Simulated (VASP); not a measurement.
Write the native input for VASP 6.6.1 that does the following.

```yaml
Task: single point
Functional: PBE
Potentials_or_basis: VASP PAW PBE potentials, release 64 (N, C, Ga_d, F, H)
Cutoff: 520 eV
k_mesh: 1 × 1 × 1
Occupations: gaussian, width 0.01 eV
Spin: no spin polarisation
Further_INCAR_settings: ALGO = Normal; EDIFF = 1e-07; NBANDS = 23
```

The structure of NCGaFH lies in POSCAR:

```
GaHCNF
1.0
   12.0000000000      0.0000000000      0.0000000000
    0.0000000000     13.0000000000      0.0000000000
    0.0000000000      0.0000000000     12.0000000000
N C Ga F H
1 1 1 1 1
Direct
    0.6235291700      0.3616192300      0.6011083300
    0.5757791700      0.4225807700      0.5503000000
    0.5007208300      0.5290192300      0.4668166700
    0.3786375000      0.4849807700      0.4045583300
    0.5372958300      0.6416115400      0.4518083300
```

One way to write it, as run:

INCAR

```
SYSTEM = GaHCNF
PREC     = Accurate       ! precision mode
ENCUT    = 520            ! plane-wave cutoff, eV
EDIFF    = 1E-7           ! SCF threshold, eV
ISMEAR   = 0              ! smearing method
SIGMA    = 0.01           ! smearing width, eV
LREAL    = .False.        ! projectors in reciprocal space
LASPH    = .True.         ! aspherical terms in the spheres
NELM     = 60             ! most SCF steps
ALGO     = Normal         ! electronic algorithm
ISIF     = 2              ! what is computed and relaxed
LWAVE    = .False.        ! write WAVECAR
LCHARG   = .False.        ! write CHGCAR
GGA      = PE             ! functional
NBANDS   = 23             ! bands
```

KPOINTS

```
Automatic mesh
0
Gamma
  1 1 1
  0 0 0
```

Potentials or basis: VASP PAW PBE potentials, release 64 (N, C, Ga_d, F, H).

Command:

```bash
$ cat potpaw_PBE.64/N/POTCAR potpaw_PBE.64/C/POTCAR potpaw_PBE.64/Ga_d/POTCAR potpaw_PBE.64/F/POTCAR potpaw_PBE.64/H/POTCAR > POTCAR
$ mpirun -np 1 vasp_gam > vasp.out
```

It gave:

```
Largest force                   : 1.944 eV/Å
Gap between the frontier levels : 5.11 eV
```

Caveat: the standard files for N, O and F lose accuracy on very short bonds.

Run time: 3.8 min on 1 thread of Intel(R) Xeon(R) Platinum 8375C CPU @ 2.90GHz (Ice Lake), on a shared host, peak memory 1.4 GiB.
